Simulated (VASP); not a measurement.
OSZICAR of a VASP run on ZrPbO₃ (space group Amm2):

OSZICAR:
```
       N       E                     dE             d eps       ncg     rms          rms(c)
DAV:   1     0.539456144752E+03    0.53946E+03   -0.22490E+04  2704   0.191E+03
DAV:   2     0.175521312477E+02   -0.52190E+03   -0.50993E+03  3070   0.520E+02
DAV:   3    -0.444571426563E+02   -0.62009E+02   -0.61177E+02  3608   0.182E+02
DAV:   4    -0.486476295713E+02   -0.41905E+01   -0.41846E+01  4692   0.382E+01
DAV:   5    -0.487598912575E+02   -0.11226E+00   -0.11223E+00  3650   0.533E+00    0.307E+01
DAV:   6    -0.415002916282E+02    0.72596E+01   -0.47511E+01  3880   0.474E+01    0.133E+01
DAV:   7    -0.413712528632E+02    0.12904E+00   -0.36254E+00  3570   0.121E+01    0.847E+00
DAV:   8    -0.413276309208E+02    0.43622E-01   -0.44466E-01  4064   0.561E+00    0.102E+00
DAV:   9    -0.413181440923E+02    0.94868E-02   -0.89902E-02  4350   0.237E+00    0.404E-01
DAV:  10    -0.413190198785E+02   -0.87579E-03   -0.98000E-03  3414   0.764E-01    0.298E-01
DAV:  11    -0.413189879082E+02    0.31970E-04   -0.16275E-03  3932   0.388E-01    0.271E-02
DAV:  12    -0.413189969708E+02   -0.90625E-05   -0.15234E-04  3634   0.123E-01    0.217E-02
DAV:  13    -0.413189950569E+02    0.19138E-05   -0.36607E-05  4076   0.550E-02    0.115E-02
DAV:  14    -0.413189964811E+02   -0.14242E-05   -0.70196E-06  3368   0.201E-02    0.419E-03
DAV:  15    -0.413189963378E+02    0.14327E-06   -0.90227E-07  3510   0.126E-02    0.195E-03
DAV:  16    -0.413189962547E+02    0.83150E-07   -0.21855E-07  2696   0.352E-03
   1 F= -.41318996E+02 E0= -.41318996E+02  d E =0.000000E+00
```

### Question
Which electronic solver shows in the log?

### Answer
It is blocked Davidson (ALGO = Normal, or the opening steps of other solvers). The INCAR had ALGO = Normal.

### Question
Can the final energy be trusted as converged?

### Answer
Self-consistency was reached. It stopped with EDIFF = 1E-7, NELM = 100 (PBEsol GGA, plane waves, VASP's PBE PAW potentials (set 64)).

The structure comes from a computed database's ZrPbO3 entry (Amm2); how it stands against other phases isn't given here. It was relaxed first, which changed the volume by -5 %.
